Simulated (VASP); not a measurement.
```
BaTiO3
1.0
    3.97761     0.00000     0.00000
    0.00000     2.85187     2.86341
    0.00000    -2.85187     2.86341
Ba Ti O
1 1 3
Cartesian
  0.00000   0.00000   0.04489
  1.98881   0.00000   2.98865
  0.00000   0.00000   2.82515
  1.98881  -1.39410   4.23736
  1.98881   1.39410   4.23736
```

All values below come from r2SCAN+rVV10, VASP's PBE PAW potentials (set 64) (plane waves; VASP 6.6.1). Run with 520 eV cut-off, 7×7×7 Γ-centred mesh, Gaussian smearing of 0.010 eV, potentials Ba_sv Ti_sv O.

Question: What does the run give for the energy per atom (σ→0)?

Answer: 
```json
{
  "energy per atom (σ→0)": "-14.670 eV/atom"
}
```

Only differences to runs with the same potentials and settings are physical.

The structure comes from a measured BaTiO3 entry (Amm2) of the Crystallography Open Database, whose conditions weren't checked. It was relaxed first.
